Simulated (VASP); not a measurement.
Level of theory: optB88-vdW, VASP's PBE PAW potentials (set 64) (plane waves; VASP).

VASP ran on this input.

INCAR:
```
SYSTEM = TiAl
PREC = Accurate
ENCUT = 520
EDIFF = 1E-7
NELM = 100
ALGO = Normal
LREAL = .FALSE.
LASPH = .TRUE.
ISMEAR = 1
SIGMA = 0.1
GGA = BO
PARAM1 = 0.1833333333
PARAM2 = 0.22
LUSE_VDW = .TRUE.
AGGAC = 0.0
LMAXMIX = 4
LWAVE = .FALSE.
LCHARG = .FALSE.
ISIF = 4
IBRION = 2
NSW = 30
EDIFFG = -0.01
```

### POSCAR
```
TiAl
1.0
  2.8742874613   0.0000000000   0.0000000000
  0.0000000000   2.8742874613   0.0000000000
  0.0000000000   0.0000000000   4.1405528192
Ti Al
1 1
Direct
  0.0000000000   0.0000000000   1.0000000000
  0.5000000000   0.5000000000   0.5000000000
```

**KPOINTS**
```
kpoints
0
Gamma
 13 13 9
```

POTCAR, in this order: Ti_sv Al (PBE.64 set). Program: vasp_std.

Output of the run:

File OSZICAR:
```
       N       E                     dE             d eps       ncg     rms          rms(c)
DAV:   1     0.933893090203E+02    0.93389E+02   -0.74447E+03  3080   0.136E+03
DAV:   2    -0.323116718593E+01   -0.96620E+02   -0.94148E+02  3104   0.331E+02
DAV:   3    -0.908497889889E+01   -0.58538E+01   -0.56234E+01  5032   0.780E+01
DAV:   4    -0.928826936375E+01   -0.20329E+00   -0.20032E+00  3878   0.127E+01
DAV:   5    -0.929855872139E+01   -0.10289E-01   -0.10279E-01  4524   0.256E+00    0.890E+00
DAV:   6    -0.803738430640E+01    0.12612E+01   -0.12966E+01  3956   0.371E+01    0.353E+00
DAV:   7    -0.785069004884E+01    0.18669E+00   -0.15236E+00  3611   0.129E+01    0.175E+00
DAV:   8    -0.784521400749E+01    0.54760E-02   -0.16942E-01  3534   0.458E+00    0.544E-01
DAV:   9    -0.784226459291E+01    0.29494E-02   -0.35240E-02  3683   0.243E+00    0.215E-01
DAV:  10    -0.784238949219E+01   -0.12490E-03   -0.20927E-03  3718   0.505E-01    0.437E-02
DAV:  11    -0.784238333783E+01    0.61544E-05   -0.47581E-04  4258   0.224E-01    0.394E-02
DAV:  12    -0.784238307546E+01    0.26236E-06   -0.23352E-05  3611   0.494E-02    0.130E-02
DAV:  13    -0.784238190827E+01    0.11672E-05   -0.16193E-06  4543   0.124E-02    0.682E-03
DAV:  14    -0.784238176897E+01    0.13930E-06   -0.47798E-07  3355   0.849E-03    0.120E-03
DAV:  15    -0.784238177245E+01   -0.34745E-08   -0.75280E-08  1840   0.320E-03
   1 F= -.78423818E+01 E0= -.78422309E+01  d E =-.784238E+01
       N       E                     dE             d eps       ncg     rms          rms(c)
DAV:   1    -0.784251141731E+01   -0.12965E-03   -0.44830E-03  3176   0.112E+00    0.708E-02
DAV:   2    -0.784243759802E+01    0.73819E-04   -0.25184E-04  3157   0.169E-01    0.339E-02
DAV:   3    -0.784241806321E+01    0.19535E-04   -0.38528E-05  3907   0.797E-02    0.119E-02
DAV:   4    -0.784241585352E+01    0.22097E-05   -0.74683E-06  3929   0.300E-02    0.278E-03
DAV:   5    -0.784241563978E+01    0.21374E-06   -0.85354E-07  3587   0.919E-03    0.782E-04
DAV:   6    -0.784241560698E+01    0.32801E-07   -0.41494E-08  1843   0.223E-03
   2 F= -.78424156E+01 E0= -.78422576E+01  d E =-.338345E-04
```

### OUTCAR
```
------------------------ aborting loop because EDIFF is reached ----------------------------------------
  FORCE on cell =-STRESS in cart. coord.  units (eV):
  Direction    XX          YY          ZZ          XY          YZ          ZX
  --------------------------------------------------------------------------------------
  Total       -1.2791036     -1.2791036     -1.2496634      0.0000000      0.0000000      0.0000000
  in kB      -59.9097599    -59.9097599    -58.5308609      0.0000000      0.0000000      0.0000000
  external PRESSURE =     -59.4501269 kB  Pullay stress =       0.0000000 kB
  volume of cell :       34.21
      direct lattice vectors                 reciprocal lattice vectors
     2.873084818  0.000000000  0.000000000     0.348057946  0.000000000  0.000000000
     0.000000000  2.873084818  0.000000000     0.000000000  0.348057946  0.000000000
     0.000000000 -0.000000000  4.144019929     0.000000000  0.000000000  0.241311581
 POSITION                                       TOTAL-FORCE (eV/Angst)
 -----------------------------------------------------------------------------------
      0.00000      0.00000      0.00000         0.000000      0.000000      0.000000
      1.43654      1.43654      2.07201         0.000000     -0.000000      0.000000
 -----------------------------------------------------------------------------------
    total drift:                                0.000000      0.000000      0.000000
  FREE ENERGIE OF THE ION-ELECTRON SYSTEM (eV)
  ---------------------------------------------------
  free  energy   TOTEN  =        -7.8424156070 eV

  energy  without entropy=       -7.8419414994  energy(sigma->0) =       -7.84225757

 reached required accuracy - stopping structural energy minimisation
```
(Selected blocks of OUTCAR.)

### CONTCAR
```
TiAl
   1.00000000000000
     2.8730848181423623    0.0000000000000000    0.0000000000000000
     0.0000000000000000    2.8730848181423623    0.0000000000000000
     0.0000000000000000   -0.0000000000000000    4.1440199286226820
  Ti              Al
     1     1
Direct
     0.0000000000000000    0.0000000000000000    0.0000000000000000
     0.5000000000000000    0.5000000000000000    0.5000000000000000
```

The compound is TiAl in the L1_0 structure. This cell is one point of a volume scan, at 1.06 of the reference volume. Symmetry was kept, so distortions that lower it aren't found. The electron count is odd and the run is not spin-polarised, which forces a metal.
